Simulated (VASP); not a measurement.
Moving the dispersion correction in NaBe2Se2

The cell as given:

```yaml
crystal:
  lattice:
    - [3.67228, 0.00000, 0.00000]
    - [-1.83614, 3.18028, 0.00000]
    - [0.00000, 0.00000, 8.01116]
  atoms:
    - { symbol: Na, position: [0.00000, 0.00000, 0.50000] }
    - { symbol: Be, position: [0.33333, 0.66667, 0.14639] }
    - { symbol: Be, position: [0.33333, 0.66667, 0.85361] }
    - { symbol: Se, position: [0.66667, 0.33333, 0.22852] }
    - { symbol: Se, position: [0.66667, 0.33333, 0.77148] }
```

The cell comes from a database or a generator and needn't be the stable form of this composition.

Kept alike: task relaxation of cell and atoms; functional PBEsol; k mesh 6 × 6 × 3; occupations fermi-dirac, width 0.05 eV; no spin polarisation. Program: VASP, PBE PAW files Be, Na_pv, Se, 600 eV. The mesh is that of the run's cell of 5 atoms. No spin-orbit coupling.

```csv
dispersion correction,volume (Å³/atom),first edge of the run's cell (Å),third edge of the run's cell (Å)
D3(zero),17.760,3.622,7.818
D3(BJ),17.416,3.606,7.734
D4,17.870,3.628,7.838
none,18.217,3.645,7.917
rVV10 (b = 20),18.125,3.641,7.893
```

The relaxations keep at least the cell's symmetry (P-6m2). For a metal such a mesh leaves the last digits unconverged. Relaxations stop with a little pressure left, so the last digits of a volume or edge aren't settled. All rows use potentials made for PBE.

Q: What does the dispersion correction change here?

A: The volume runs from 17.416 (D3(BJ)) to 18.217 Å³/atom (none). Against no correction: D3(zero) -2.5 %; D3(BJ) -4.4 %; D4 -1.9 %; rVV10 (b = 20) -0.5 %. Dispersion terms mostly attract and so lower the volume; the schemes' coefficients and damping set how far. The first edge of the run's cell runs from 3.606 (D3(BJ)) to 3.645 Å (none). The third edge of the run's cell runs from 7.734 (D3(BJ)) to 7.917 Å (none).
